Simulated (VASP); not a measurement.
TiO2 (space group I4_1/amd): computed properties

The numbers are results of SCAN meta-GGA, VASP's PBE PAW potentials (set 64) (plane waves; VASP), not measurements.

```json
{
 "space_group": "I4_1/amd (141)",
 "cell": "a = b = 3.7837 Å, c = 9.5585 Å, α = β = γ = 90.00°",
 "volume_per_atom": "11.40 Å^3/atom",
 "band gap (over mesh and band path)": "2.53 eV",
 "smallest direct gap (over mesh and band path)": "2.89 eV",
 "density": "3.88 g/cm³"
}
```

```cif
data_O8Ti4
_chemical_formula_sum 'Ti4 O8'
_space_group_name_H-M_alt 'I41/amd :1'
_space_group_IT_number 141
_space_group_name_Hall 'I 4bw 2bw -1bw'
_cell_length_a 3.78370
_cell_length_b 3.78370
_cell_length_c 9.55850
_cell_angle_alpha 90.000
_cell_angle_beta 90.000
_cell_angle_gamma 90.000
loop_
_atom_site_label
_atom_site_type_symbol
_atom_site_symmetry_multiplicity
_atom_site_Wyckoff_symbol
_atom_site_fract_x
_atom_site_fract_y
_atom_site_fract_z
_atom_site_occupancy
Ti1 Ti 4 a 0.00000 0.00000 0.00000 1
O1 O 8 e 0.00000 0.00000 0.20763 1
```
(The calculation used a cell of 6 atoms; values per cell refer to that cell.)

The structure comes from a measured TiO2 entry (I4_1/amd) of the Crystallography Open Database, whose conditions weren't checked. It was relaxed first. Symmetry was kept, so distortions that lower it aren't found.
